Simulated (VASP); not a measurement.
The system is MnS.

```
Mn S
1.0
     0.00000    2.61225    2.61225
     2.61225    0.00000    2.61225
     2.61225    2.61225    0.00000
Mn S
1 1
Direct
  0.00000 0.00000 0.00000
  0.50000 0.50000 0.50000
```

Base run:

| Property | Result |
| --- | --- |
| Program | VASP 6.6.1 |
| Functional | PBE |
| Potentials or basis | VASP PAW PBE potentials, release 64 (Mn_pv, S) |
| Cutoff | 520 eV |
| k mesh | 6 × 6 × 6 |
| Occupations | gaussian, width 0.05 eV |
| Spin | collinear spin, ferromagnetic start |
| Starting moments | [4.0, 0.0] μB |
| Fixed moment | 4 μB |

Its results: pressure -10.2 GPa; net moment 4.00 μB per cell; site moments Mn +3.81; S -0.02 μB.

Problem. The run is repeated on the same cell with these changes: fixed moment from 4 μB to none; further incar settings from ALGO = Normal; EDIFF = 1e-06 to ALGO = Fast; EDIFF = 1e-06. What comes out?

Solution. Pressure -4.0 GPa; net moment 4.68 μB per cell; site moments Mn +4.25; S +0.10 μB.

Caveats: a cell with one magnetic atom can't hold antiferromagnetic order, which such compounds often take; the total moment is fixed, so each spin has its own Fermi level (some runs).
